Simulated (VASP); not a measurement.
Data:

```
PbO
1.0
    3.99409     0.00000     0.00000
    0.00000     3.99409     0.00000
    0.00000     0.00000     5.29671
Pb O
2 2
Direct
  0.50000   0.00000   0.76500
  0.00000   0.50000   0.23500
  0.50000   0.50000   0.00000
  0.00000   0.00000   0.00000
```

Level of theory: r2SCAN meta-GGA, VASP's PBE PAW potentials (set 64) (plane waves; VASP). Run with PREC = Normal, EDIFF = 1E-5, 500 eV cut-off, 8×8×6 Γ-centred mesh, Gaussian smearing of 0.050 eV, potentials Pb_d O.

The ions are relaxed. Give the cell that the relaxation ends in.

```
PbO
1.0
    3.99409     0.00000     0.00000
    0.00000     3.99409     0.00000
    0.00000     0.00000     5.29671
Pb O
2 2
Direct
  0.50000   0.00000   0.77512
  0.00000   0.50000   0.22488
  0.50000   0.50000   0.00000
  0.00000   0.00000   0.00000
```
Space group P4/nmm (129), at a tolerance of 0.03 Å.

How much energy does the relaxation gain?

The energy (σ→0) changes by -12.1 meV/atom, in 3 ionic steps.

| step | E(σ→0) (eV) | max force (eV/Å) | pressure (GPa) | volume (Å³) |
|---|---|---|---|---|
| 1 | -129.4749 | 0.897 | -2.73 | 84.50 |
| 2 | -129.5216 | 0.176 | -0.54 | 84.50 |
| 3 | -129.5234 | 0.002 | 0.01 | 84.50 |

The compound is PbO in the litharge structure. This run relaxes the ions in a fixed cell. Symmetry was kept, so distortions that lower it aren't found.
